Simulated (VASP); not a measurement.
Level of theory: PBEsol GGA, VASP's PBE PAW potentials (set 64) (plane waves; VASP).

Input for VASP

**POSCAR**
```
CrO2
1
    4.3478917720     0.0000000000     0.0000000000
    0.0000000000     4.3478917720     0.0000000000
    0.0000000000     0.0000000000     2.8642510668
Cr O
2 4
Direct
  0.0000000000   0.0000000000   0.0000000000
  0.5000000000   0.5000000000   0.5000000000
  0.3034300090   0.3034300090   0.0000000000
  0.8034300090   0.1965699910   0.5000000000
  0.1965699910   0.8034300090   0.5000000000
  0.6965699910   0.6965699910   0.0000000000
```

### INCAR
```
MAGMOM = 2*2.1 4*-0.1
NSW = 30
EDIFF = 1E-7   # SCF stop (eV)
ISPIN = 2
GGA = PS   # PBEsol
LCHARG = .FALSE.
LASPH = .TRUE.
LREAL = .FALSE.   # projection in real space or not
LWAVE = .FALSE.
ISIF = 4   # ions and shape, fixed volume
SIGMA = 0.1   # width (eV)
PREC = Accurate
ISMEAR = 1   # Methfessel-Paxton
ALGO = Normal   # blocked Davidson
EDIFFG = -0.01
ENCUT = 520   # plane-wave cut-off (eV)
LMAXMIX = 4
LORBIT = 10
SYSTEM = CrO2
NELM = 100
IBRION = 2   # conjugate gradients
```

**KPOINTS**
```
K-points
0
Gamma
7 7 11
0 0 0
```

POTCAR, in this order: Cr_pv O (PBE.64 set). Program: vasp_std.

Task: Estimate the energy per atom (σ→0), cell moment, band gap (on the k-mesh).

Result: 
```yaml
energy per atom (σ→0): -8.832 eV/atom
cell_moment: 4.00 μB
band gap (on the k-mesh): none (metal, semimetal or under 0.01 eV)
```

**OSZICAR**
```
...
DAV:   1    -0.529948620080E+02   -0.13071E-03   -0.38940E-02  7212   0.133E+00    0.106E-01
DAV:   2    -0.529948632789E+02   -0.12709E-05   -0.11251E-03  8736   0.263E-01    0.764E-02
DAV:   3    -0.529948334722E+02    0.29807E-04   -0.96852E-05  9380   0.100E-01    0.447E-02
DAV:   4    -0.529948213955E+02    0.12077E-04   -0.57172E-05  9466   0.692E-02    0.279E-02
DAV:   5    -0.529948207300E+02    0.66554E-06   -0.84254E-06  8646   0.282E-02    0.149E-02
DAV:   6    -0.529948205115E+02    0.21853E-06   -0.78497E-07  9728   0.711E-03    0.894E-03
DAV:   7    -0.529948204880E+02    0.23439E-07   -0.18741E-07  4958   0.363E-03
   3 F= -.52994820E+02 E0= -.52994507E+02  d E =-.173036E-02  mag=     4.0000
```

The compound is CrO2 in the rutile structure. This cell is one point of a volume scan, at 0.97 of the reference volume. Symmetry was kept, so distortions that lower it aren't found.
